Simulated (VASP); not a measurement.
An input for Ansatz (written as the equivalent of a VASP run, and not itself run):

Ansatz 0.2 input:
```yaml
crystal:
  lattice:
    - [1.5773694, -2.7320844, 0.0000000]
    - [1.5773694, 2.7320844, 0.0000000]
    - [0.0000000, 0.0000000, 3.5119726]
  atoms:
    - { symbol: Zr, position: [0.0000000, 0.0000000, 0.0000000] }
    - { symbol: B, position: [0.3333330, 0.6666670, 0.5000000] }
    - { symbol: B, position: [0.6666670, 0.3333330, 0.5000000] }
kpoints:
  mp_grid: { grid: [10, 10, 8] }
hamiltonian:
  xc: pbesol
  pseudopotentials: { kind: paw }
scf:
  occupations: { method: methfessel_paxton, width: 0.1 }
  max_iter: 100
output: { forces: true, stress: true, eigenvalues: true }
```

Problem. Write the VASP files for the same calculation (PBEsol).

Solution. Several could match; the one computed here: 
KPOINTS:
```
Regular mesh
0
gamma
  10 10 8
```

INCAR:
```
ALGO  =  Normal
EDIFF  =  1E-7
ENCUT  =  600
GGA  =  PS
ISIF  =  2
ISMEAR  =  1
LASPH  =  .True.
LCHARG  =  .False.
LMAXMIX  =  4
LREAL  =  .False.
LWAVE  =  .False.
NELM  =  100
PREC  =  Accurate
SIGMA  =  0.1
SYSTEM  =  ZrB2
```

File POSCAR:
```
ZrB2
1
    1.5773694155    -2.7320844332     0.0000000000
    1.5773694155     2.7320844332     0.0000000000
    0.0000000000     0.0000000000     3.5119726415
Zr B
1 2
Direct
  0.0000000000   0.0000000000   0.0000000000
  0.3333330000   0.6666670000   0.5000000000
  0.6666670000   0.3333330000   0.5000000000
```

POTCAR, in this order: Zr_sv B (PBE.64 set). Program: vasp_std.

Limits of the translation: each code has its own PAW files, so the cut-off isn't converted (ENCUT is set for VASP's; basis.ecutwfc is left out, and Ansatz then takes the one that its files recommend); Ansatz stops its SCF on the density residual and VASP on the energy change (EDIFF).

The compound is ZrB2 in the AlB2 type structure. It was relaxed first.
